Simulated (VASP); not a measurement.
# A VASP study of Titanium (LDA): structure first, properties next, part 2 of 5

Aim: relax Titanium with LDA, compute its properties on that cell and hold them against experiment. Left out of this account: 1 further run (relaxation: it shows nothing beyond the runs told). The start is a cell from a database of measured crystal structures.

VASP 6.6.1; LDA; plane waves and PAW (Ti_sv).

Still holding for the runs below: The k-mesh is coarse for a metal.

So far. Step 2 (Full relaxation (LDA)): It ends with forces that vanish by symmetry and a pressure of 0.00 GPa. The volume lies -9.3 % from that of the database's start, which holds the thermal and zero-point expansion of its experiment. LDA is known to overbind. Step 3 (Second relaxation): It ends with forces that vanish by symmetry and a pressure of 0.02 GPa.

**4. Density, ELF and potential (LDA)**

A single point on the relaxed cell gives a clean self-consistent state, with density, ELF and potential written out.

INCAR

```
SYSTEM = Ti
PREC = Accurate
ENCUT = 400
EDIFF = 1E-06
NELM = 100
ISMEAR = 1
SIGMA = 0.2
LREAL = .FALSE.
ALGO = Normal
GGA = CA
NBANDS = 18
LASPH = .TRUE.
LORBIT = 11
LWAVE = .FALSE.
LCHARG = .TRUE.
ISIF = 2
LELF = .TRUE.
LVHAR = .TRUE.
```

POSCAR

```
Ti
1.0
    2.8599725055      0.0000000000      0.0000000000
   -1.4299862527      2.4768088440      0.0000000000
    0.0000000000      0.0000000000      4.5103404911
Ti
2
Direct
    0.3333333333      0.6666666667      0.2500000000
    0.6666666667      0.3333333333      0.7500000000
```

KPOINTS

```
Automatic mesh
0
Gamma
8 8 4
0 0 0
```

PAW data sets: Ti_sv (LDA family, release 64).

The run is started by

```console
> mpirun -np 2 vasp_std
```

The program printed:

```text
[banner, memory and clock lines left out]
running    2 mpi-ranks, on    1 nodes
 distrk:  each k-point on    2 cores,    1 groups
 distr:  one band on    1 cores,    2 groups

 POSCAR found type information on POSCAR Ti
 POSCAR found :  1 types and       2 ions
 LDA part: xc-table for (Slater(with rela. corr.)+CA(PZ))
 , standard interpolation
 POSCAR, INCAR and KPOINTS ok, starting setup
 FFT: planning ... GRIDC
 FFT: planning ... GRID_SOFT
 FFT: planning ... GRID
 WAVECAR not read
 entering main loop
       N       E                     dE             d eps       ncg     rms          rms(c)
DAV:   1     0.232748011924E+03    0.23275E+03   -0.11418E+04  1088   0.143E+03
DAV:   2     0.893843691931E+01   -0.22381E+03   -0.22081E+03  1102   0.417E+02
DAV:   3    -0.180611866038E+02   -0.27000E+02   -0.26765E+02  2046   0.119E+02
DAV:   4    -0.189690474492E+02   -0.90786E+00   -0.90734E+00  1222   0.228E+01
DAV:   5    -0.190036579861E+02   -0.34611E-01   -0.34608E-01  1660   0.333E+00    0.126E+01
DAV:   6    -0.171132311702E+02    0.18904E+01   -0.66801E+00  1274   0.271E+01    0.339E+00
DAV:   7    -0.170842982092E+02    0.28933E-01   -0.76386E-01  1620   0.646E+00    0.204E+00
DAV:   8    -0.171076775361E+02   -0.23379E-01   -0.21378E-01  1220   0.584E+00    0.757E-01
DAV:   9    -0.170990207963E+02    0.86567E-02   -0.44969E-02  1242   0.245E+00    0.633E-02
DAV:  10    -0.170993842743E+02   -0.36348E-03   -0.26036E-03  1570   0.326E-01    0.892E-02
DAV:  11    -0.170994030141E+02   -0.18740E-04   -0.19621E-04  1302   0.116E-01    0.332E-02
DAV:  12    -0.170993936191E+02    0.93950E-05   -0.34270E-05  1254   0.511E-02    0.141E-03
DAV:  13    -0.170993940714E+02   -0.45225E-06   -0.98407E-07   804   0.747E-03
   1 F= -.17099394E+02 E0= -.17103879E+02  d E =0.134550E-01
```

Run time: 13 s. Hardware: 2 MPI ranks of AMD EPYC 7R43, shared host; peak memory 0.16 GiB.

From OUTCAR (step 4):

```text
  LATTYP: Found a hexagonal cell.
 ALAT       =     2.8599725055
 C/A-ratio  =     1.5770572907

 Found     30 irreducible k-points:

   ENCUT  =  400.0 eV  29.40 Ry    5.42 a.u.   4.66  4.66  7.36*2*pi/ulx,y,z

   NELECT =      24.0000    total number of electrons

 E-fermi :   9.0659

 k-point     1 :       0.0000    0.0000    0.0000
  band No.  band energies     occupation
    ...
      6     -23.1600      2.00000
      7     -23.1388      2.00000
      8     -23.1388      2.00000
      9       2.7326      2.00000
     10       6.1299      2.00000
     11       9.7836     -0.00000
     12       9.7836     -0.00000
     13       9.9661     -0.00000
     14      10.1899     -0.00000
     15      10.3547     -0.00000
    ...

 k-point     2 :       0.1250    0.0000    0.0000
  band No.  band energies     occupation
    ...
      6     -23.2335      2.00000
      7     -23.1798      2.00000
      8     -23.1504      2.00000
      9       3.2002      2.00000
     10       6.4856      2.00000
     11       9.1791      0.19192
     12       9.2844     -0.06451
     13      10.1062     -0.00000
     14      10.1255     -0.00000
     15      10.4366     -0.00000
    ...

  Total        0.0065883      0.0065883      0.0060141      0.0000000      0.0000000     -0.0000000
  in kB        0.3303838      0.3303838      0.3015888      0.0000000      0.0000000     -0.0000000
  external PRESSURE =       0.3207855 kB  Pullay stress =       0.0000000 kB

  energy-cutoff  :      400.00
  volume of cell :       31.95
      direct lattice vectors                 reciprocal lattice vectors
     2.859972506  0.000000000  0.000000000     0.349653711  0.201872664  0.000000000
    -1.429986253  2.476808844  0.000000000     0.000000000  0.403745328  0.000000000
     0.000000000  0.000000000  4.510340491     0.000000000  0.000000000  0.221712751

 POSITION                                       TOTAL-FORCE (eV/Angst)
 -----------------------------------------------------------------------------------
     -0.00000      1.65121      1.12759         0.000000     -0.000000      0.000000
      1.42999      0.82560      3.38276        -0.000000      0.000000      0.000000
 -----------------------------------------------------------------------------------
    total drift:                               -0.000000      0.000000     -0.000000

  FREE ENERGIE OF THE ION-ELECTRON SYSTEM (eV)
  ---------------------------------------------------
  free  energy   TOTEN  =       -17.0993940714 eV

  energy  without entropy=      -17.1128490590  energy(sigma->0) =      -17.10387907

 total charge
# of ion       s       p       d       tot
------------------------------------------
    1        2.268   6.135   1.975  10.378
    2        2.268   6.135   1.975  10.378
--------------------------------------------------
tot          4.535  12.270   3.951  20.756

[... 6 parts as in an earlier step ...]

[... 5 further parts left out ...]
```

This step gave:

- SCF cycles: 13
- pressure: 0.03208 GPa

Valence electrons inside each PAW sphere by angular momentum. Sphere charges, by row:

```tsv
atom	s (e)	p (e)	d (e)	tot (e)
Ti1	2.268	6.135	1.975	10.38
Ti2	2.268	6.135	1.975	10.38
```

Electrostatic potential energy in the ac plane at fractional y = 0.333, with atoms of Ti within 0.2 Å of it. With pseudopotentials it is smooth inside the atoms' cores, unlike the true potential.

Ten even steps from '_' (-60 eV) to '@' (1 eV):
```
@@@@@@@@@@@@@@@@%%######%%@@@@
@@@@@@@@@@@@%%##++======++##%%
@@@@@@@@@@@@##++::......--++##
%%@@@@@@@@%%++--..______..--++
##@@@@@@@@##==::__________::==
##@@@@@@@@##==..__________..==
%%@@@@@@@@%%++::__________::++
%%@@@@@@@@%%**==..______..==**
@@@@@@@@@@@@%%**==--::--==**%%
@@@@@@@@@@@@@@%%##**++**##%%@@
@@@@@@@@@@@@@@@@@@%%%%%%@@@@@@
@@@@@@@@@@@@@@@@@@@@@@@@@@@@@@
@@@@@@@@@@@@@@@@@@@@@@@@@@@@@@
@@@@%%%%@@@@@@@@@@@@@@@@@@@@@@
%%%%####%%%%@@@@@@@@@@@@@@@@@@
%%##****##%%@@@@@@@@@@@@@@@@@@
##**++++**##%%@@@@@@@@@@@@@@@@
##********%%@@@@@@@@@@@@@@@@@@
%%########%%@@@@@@@@@@@@@@@@@@
@@%%%%%%%%@@@@@@@@@@@@@@@@@@@@
@@@@@@@@@@@@@@@@@@@@@@@@@@@@@@
@@@@@@@@@@@@@@@@@@@@@@@@@@@@@@
@@@@@@@@@@@@@@@@@@@@@@@@@@@@@@
```
Columns run along a (2.9 Å; values clipped at the 3rd and 97th percentile), rows up along c (4.5 Å). Atoms in or near the plane, at fractional coordinates: Ti at (0.67, 0.75).

ELF in the ac plane at fractional y = 0.333, with atoms of Ti within 0.2 Å of it. It is the smooth field of the valence electrons, not physical close to the nuclei.

Ten even steps from '_' (0.13) to '@' (0.98):
```
..::----::..______......______
__::----::______..::::::..____
__..::::..____..--++**++--..__
____....____..--**%%@@%%**--..
____....____..==%%@@@@@@%%==..
____....____::++%%@@@@@@%%++..
____....____..==##@@@@@@##==..
____::::______::==######==::__
__..----..______::------::____
__::----::________......______
..::----::..__________________
..............................
____________..::--======--::..
______________::==++**++==::__
______________..==******==..__
______________..==******==..__
____....______..--******--..__
____....______..--******--..__
______________..==******==..__
______________::==******==::__
____________..::==++++++==::..
..________....::::------::::..
::::::::::....______..______..
```
Columns run along a (2.9 Å), rows up along c (4.5 Å). Atoms in or near the plane, at fractional coordinates: Ti at (0.67, 0.75).

Valence density in the ac plane at fractional y = 0.333, with atoms of Ti within 0.2 Å of it. It is the smooth field of the valence electrons, not physical close to the nuclei.

Ten steps, logarithmic in the rise over the least value, from '0' (0 e/Å³) to '9' (15 e/Å³):
```
000000011222110
000000123454321
000000245676542
100001357888753
200002468999864
200002468999864
100001468999864
100001256787652
000000134565431
000000012333210
000000001111100
000000000000000
000000000000000
001100000000000
112211000000000
123321100000001
233332100000001
223322100000001
122221100000001
011110000000000
000000000000000
000000000000000
000000000111000
```
Columns run along a (2.9 Å), rows up along c (4.5 Å). Atoms in or near the plane, at fractional coordinates: Ti at (0.67, 0.75).

In this run the pressure is 0.03 GPa, small enough to go on.

**5. Bands along the symmetry lines (LDA)**

The mesh alone shows little of the dispersion and can miss band extrema, so KPOINTS_OPT adds a path through the symmetry points after the self-consistent cycle.

INCAR

```
SYSTEM = Ti
PREC = Accurate
ENCUT = 400
EDIFF = 1E-06
NELM = 100
ISMEAR = 1
SIGMA = 0.2
LREAL = .FALSE.
ALGO = Normal
GGA = CA
NBANDS = 24
LASPH = .TRUE.
LORBIT = 11
LWAVE = .FALSE.
LCHARG = .FALSE.
KPAR = 2
```

POSCAR is that of step 4.

KPOINTS is that of step 4.

KPOINTS_OPT

```
Line mode
16
Line-mode
Reciprocal
  0.00000000   0.00000000   0.00000000 GAMMA
  0.50000000   0.00000000   0.00000000 M

  0.50000000   0.00000000   0.00000000 M
  0.33333333   0.33333333   0.00000000 K

  0.33333333   0.33333333   0.00000000 K
  0.00000000   0.00000000   0.00000000 GAMMA

  0.00000000   0.00000000   0.00000000 GAMMA
  0.00000000   0.00000000   0.50000000 A

  0.00000000   0.00000000   0.50000000 A
  0.50000000   0.00000000   0.50000000 L

  0.50000000   0.00000000   0.50000000 L
  0.33333333   0.33333333   0.50000000 H

  0.33333333   0.33333333   0.50000000 H
  0.00000000   0.00000000   0.50000000 A

  0.50000000   0.00000000   0.50000000 L
  0.50000000   0.00000000   0.00000000 M

  0.33333333   0.33333333   0.00000000 K
  0.33333333   0.33333333   0.50000000 H
```

The run is started by

```console
> mpirun -np 2 vasp_std
```

The program printed:

```text
[... set-up lines as in an earlier step ...]
 entering main loop
       N       E                     dE             d eps       ncg     rms          rms(c)
DAV:   1     0.245331241471E+03    0.24533E+03   -0.10589E+04  1472   0.108E+03
DAV:   2     0.849185071638E+01   -0.23684E+03   -0.22850E+03  1488   0.338E+02
DAV:   3    -0.182916399318E+02   -0.26783E+02   -0.26349E+02  2760   0.957E+01
DAV:   4    -0.189911930766E+02   -0.69955E+00   -0.69942E+00  1480   0.162E+01
DAV:   5    -0.190035992129E+02   -0.12406E-01   -0.12406E-01  1888   0.198E+00    0.126E+01
DAV:   6    -0.171207645689E+02    0.18828E+01   -0.35360E+00  1624   0.203E+01    0.331E+00
DAV:   7    -0.170848505776E+02    0.35914E-01   -0.37557E-01  2168   0.405E+00    0.204E+00
DAV:   8    -0.171024082647E+02   -0.17558E-01   -0.13169E-01  1440   0.359E+00    0.539E-01
DAV:   9    -0.170990224505E+02    0.33858E-02   -0.14235E-02  1864   0.121E+00    0.124E-01
DAV:  10    -0.170993874971E+02   -0.36505E-03   -0.86127E-04  1744   0.192E-01    0.265E-02
DAV:  11    -0.170993985067E+02   -0.11010E-04   -0.12047E-04  1952   0.487E-02    0.205E-02
DAV:  12    -0.170993960284E+02    0.24782E-05   -0.40585E-06  1712   0.170E-02    0.750E-03
DAV:  13    -0.170993940436E+02    0.19849E-05   -0.16994E-06  1384   0.832E-03    0.176E-03
DAV:  14    -0.170993943458E+02   -0.30226E-06   -0.11359E-07   776   0.316E-03
   1 F= -.17099394E+02 E0= -.17103879E+02  d E =0.134550E-01
 Start KPOINTS_OPT (optional k-point list driver)
k-point batch [1-30\144]
       N       E                     dE             ncg
DAV:   1    -0.435199503306E+04   -0.24634E+05     1488
DAV:   2    -0.115356068144E+05   -0.71836E+04     1512
DAV:   3    -0.123411090018E+05   -0.80550E+03     2752
DAV:   4    -0.123657522006E+05   -0.24643E+02     1472
DAV:   5    -0.123662515438E+05   -0.49934E+00     1904
DAV:   6    -0.123662593639E+05   -0.78201E-02     1560
DAV:   7    -0.123662596932E+05   -0.32928E-03     2112
DAV:   8    -0.123662597015E+05   -0.83520E-05     1208
DAV:   9    -0.123662597019E+05   -0.40669E-06      944
[...]
k-point batch [121-144\144]
       N       E                     dE             ncg
DAV:   1     0.203740999215E+04   -0.27004E+05     1168
DAV:   2    -0.354152508137E+04   -0.55789E+04     1184
DAV:   3    -0.414246290317E+04   -0.60094E+03     2216
DAV:   4    -0.416419172801E+04   -0.21729E+02     1160
DAV:   5    -0.416455007223E+04   -0.35834E+00     1488
DAV:   6    -0.416455772179E+04   -0.76496E-02     1232
DAV:   7    -0.416455798289E+04   -0.26110E-03     1496
DAV:   8    -0.416455799276E+04   -0.98736E-05      960
DAV:   9    -0.416455799314E+04   -0.37435E-06      688
```

Elapsed: 55 s, on 2 MPI ranks; peak memory 0.2 GiB.

OUTCAR, selected parts (step 5):

```text
   k-points           NKPTS =     30   k-points in BZ     NKDIM =     30   number of bands    NBANDS=     24

   NELECT =      24.0000    total number of electrons

 E-fermi :   9.0659

 k-point     1 :       0.0000    0.0000    0.0000
  band No.  band energies     occupation
    ...
      6     -23.1600      2.00000
      7     -23.1389      2.00000
      8     -23.1389      2.00000
      9       2.7329      2.00000
     10       6.1300      2.00000
     11       9.7836     -0.00000
     12       9.7836     -0.00000
     13       9.9661     -0.00000
     14      10.1899     -0.00000
     15      10.3546     -0.00000
    ...

  Total        0.0026675      0.0026675      0.0021211      0.0000000      0.0000000      0.0000000
  in kB        0.1337696      0.1337696      0.1063651      0.0000000      0.0000000      0.0000000
  external PRESSURE =       0.1246348 kB  Pullay stress =       0.0000000 kB

  FREE ENERGIE OF THE ION-ELECTRON SYSTEM (eV)
  ---------------------------------------------------
  free  energy   TOTEN  =       -17.0993943458 eV

  energy  without entropy=      -17.1128493163  energy(sigma->0) =      -17.10387934

[... 11 parts as in an earlier step ...]

[... 6 further parts left out ...]
```

Numbers from this step:

```yaml
scf_cycles: 14
bands: 24
pressure: 0.01246 GPa
```

The electronic bands at the labelled points (eV, zero at the Fermi level; # counts the bands kept, so #1 is VASP's band 9):

```tsv
point	#1	#2	#3	#4	#5	#6	#7	#8
Γ	-6.33	-2.94	0.72	0.72	0.90	1.12	1.29	1.29
0.47 of the way	-4.83	-2.02	-0.86	-0.50	0.72	0.97	1.13	1.84
M	-2.48	-2.48	-2.13	-0.52	0.36	0.65	1.25	3.61
0.47 of the way	-2.11	-2.08	-2.07	-0.85	0.20	0.52	1.34	3.43
K	-2.02	-1.49	-1.49	-1.40	0.17	0.17	1.58	3.33
0.47 of the way	-3.87	-1.56	-1.37	-1.07	0.37	0.73	1.15	2.09
Γ	-6.33	-2.94	0.72	0.72	0.90	1.12	1.29	1.29
0.47 of the way	-5.84	-3.12	0.39	0.55	0.55	0.63	1.03	1.03
A	-4.36	-4.36	0.05	0.05	0.60	0.60	0.60	0.60
0.47 of the way	-3.27	-3.27	-0.65	-0.65	0.39	0.39	1.35	1.35
L	-2.82	-2.82	-0.98	-0.98	1.58	1.58	1.78	1.78
0.53 of the way	-2.29	-2.29	-0.72	-0.72	0.12	0.12	1.94	1.94
H	-1.40	-1.40	-1.27	-1.27	-0.20	-0.20	1.73	1.73
0.53 of the way	-2.98	-2.98	-0.68	-0.68	0.15	0.15	1.47	1.47
A	-4.36	-4.36	0.05	0.05	0.60	0.60	0.60	0.60
jump to L	-2.82	-2.82	-0.98	-0.98	1.58	1.58	1.78	1.78
0.53 of the way	-2.93	-2.42	-1.24	-1.14	0.69	1.03	1.56	3.19
M	-2.48	-2.48	-2.13	-0.52	0.36	0.65	1.25	3.61
jump to K	-2.02	-1.49	-1.49	-1.40	0.17	0.17	1.58	3.33
0.47 of the way	-1.81	-1.40	-1.40	-1.35	0.01	0.01	1.52	2.81
H	-1.40	-1.40	-1.27	-1.27	-0.20	-0.20	1.73	1.73
```

There is no gap at this level.

Of the bands kept, 4 cross the Fermi level on this path.

(Continued in part 3 of 5.)

[Lines on the potential files, build, host, timing and source positions are cut from VASP's logs without a mark.]

[Logs are printed without paths, hosts, clocks, repeated set-up lines and the standing remarks that a program may print on its own settings, such as how far it seeks lower states.]

[Hosts, paths, dates, database ids (printed as entryN), source tags and the programs' standing remarks are cut or masked in the printed files.]

[A measured line is paired with the nearest computed mode of its activity, which favours agreement.]
